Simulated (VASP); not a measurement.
The system is SnSe2.

```
Sn Se
1.0
     3.81100    0.00000    0.00000
    -1.90550    3.30042    0.00000
     0.00000    0.00000    6.13600
Sn Se
1 2
Direct
  0.00000 0.00000 0.00000
  0.33333 0.66667 0.24900
  0.66667 0.33333 0.75100
```

| Property | Result |
| --- | --- |
| Program | VASP 6.6.1 |
| Task | relaxation of cell and atoms |
| Functional | PBE |
| Dispersion | D3(BJ) |
| Potentials or basis | VASP PAW PBE potentials, release 64 (Sn_d, Se) |
| Cutoff | 600 eV |
| k mesh | 9 × 9 × 5 |
| Occupations | gaussian, width 0.03 eV |
| Spin | no spin polarisation |

At the start: pressure 3.3 GPa; volume 25.73 Å³/atom.

**Question.** Where does the relaxation end?

**Answer.** Over 15 steps the energy falls by 22.5 meV/atom and the volume is 25.57 Å³/atom (-0.6 %); space group P-3m1 (No. 164, to 0.05 Å).

Step by step:
```csv
step,energy change (eV),largest force (eV/Å),pressure (GPa),volume (Å³)
1,0.0000,0.8170,3.32,77.18
2,-0.0197,0.2899,-2.87,83.28
3,-0.0517,0.1634,-0.43,80.49
4,-0.0517,0.1750,-0.35,80.42
5,-0.0556,0.1286,-0.22,79.88
6,-0.0575,0.0774,-0.05,79.31
7,-0.0576,0.0634,0.00,79.15
8,-0.0596,0.0466,-0.06,78.93
9,-0.0641,0.0018,-0.24,78.26
10,-0.0665,0.0943,-0.45,76.89
11,-0.0668,0.0664,-0.38,77.28
12,-0.0669,0.0461,0.41,76.18
13,-0.0675,0.0072,0.05,76.70
14,-0.0675,0.0101,0.00,76.73
15,-0.0675,0.0087,0.02,76.71
```

Final structure:
```yaml
crystal:
  lattice:
    - [3.83942, 0.00000, 0.00000]
    - [-1.91971, 3.32504, 0.00000]
    - [0.00000, 0.00000, 6.00918]
  atoms:
    - { symbol: Sn, position: [0.00000, 0.00000, 0.00000] }
    - { symbol: Se, position: [0.33333, 0.66667, 0.26558] }
    - { symbol: Se, position: [0.66667, 0.33333, 0.73442] }
```
